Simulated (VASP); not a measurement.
Calculation: TPSS meta-GGA, VASP's PBE PAW potentials (set 64) (plane waves; VASP).

Input for VASP

**POSCAR**
```
CdSe
1.0
  2.1722420958  -3.7624334277   0.0000000000
  2.1722420958   3.7624334277   0.0000000000
  0.0000000000   0.0000000000   7.0720455706
Cd Se
2 2
direct
  0.6666670000   0.3333330000   0.4999793100
  0.3333330000   0.6666670000   0.9999793100
  0.6666670000   0.3333330000   0.8760206900
  0.3333330000   0.6666670000   0.3760206900
```

KPOINTS:
```
Automatic mesh
0
Gamma
6 6 3
0 0 0
```

INCAR:
```
! general
SYSTEM   =  CdSe
PREC     =  Accurate
ENCUT    =  520
LREAL    =  .False.
LASPH    =  .True.

! electronic loop
EDIFF    =  1E-7
NELM     =  100
ALGO     =  Normal
LMAXMIX  =  4
LMIXTAU  =  .True.

! smearing
ISMEAR   =  0
SIGMA    =  0.05

! functional
METAGGA  =  TPSS

! ions
IBRION   =  2
NSW      =  30
ISIF     =  4
EDIFFG   =  -0.01

! output
LWAVE    =  .False.
LCHARG   =  .False.
```

POTCAR, in this order: Cd Se (PBE.64 set). Program: vasp_std.

### Question
What does the run give for the energy per atom (σ→0), band gap (on the k-mesh)?

### Answer

```json
{
 "energy per atom (σ→0)": "-10.956 eV/atom",
 "band gap (on the k-mesh)": "0.83 eV"
}
```

File OSZICAR:
```
...
DAV:   2    -0.438234289013E+02   -0.12793E-04   -0.14494E-04   712   0.855E-02    0.106E-02
DAV:   3    -0.438234275847E+02    0.13166E-05   -0.36139E-06   682   0.167E-02    0.610E-03
DAV:   4    -0.438234220917E+02    0.54930E-05   -0.44223E-06   682   0.188E-02    0.119E-03
DAV:   5    -0.438234237210E+02   -0.16293E-05   -0.39410E-06   646   0.196E-02    0.126E-03
DAV:   6    -0.438234280287E+02   -0.43077E-05   -0.52302E-07   632   0.670E-03    0.508E-04
DAV:   7    -0.438234281908E+02   -0.16205E-06   -0.40525E-08   344   0.167E-03    0.287E-04
DAV:   8    -0.438234282293E+02   -0.38519E-07   -0.15231E-08   344   0.112E-03
   2 F= -.43823428E+02 E0= -.43823428E+02  d E =-.255653E-04
```

The compound is CdSe in the wurtzite structure. This cell is one point of a volume scan, at 0.97 of the reference volume. Symmetry was kept, so distortions that lower it aren't found.
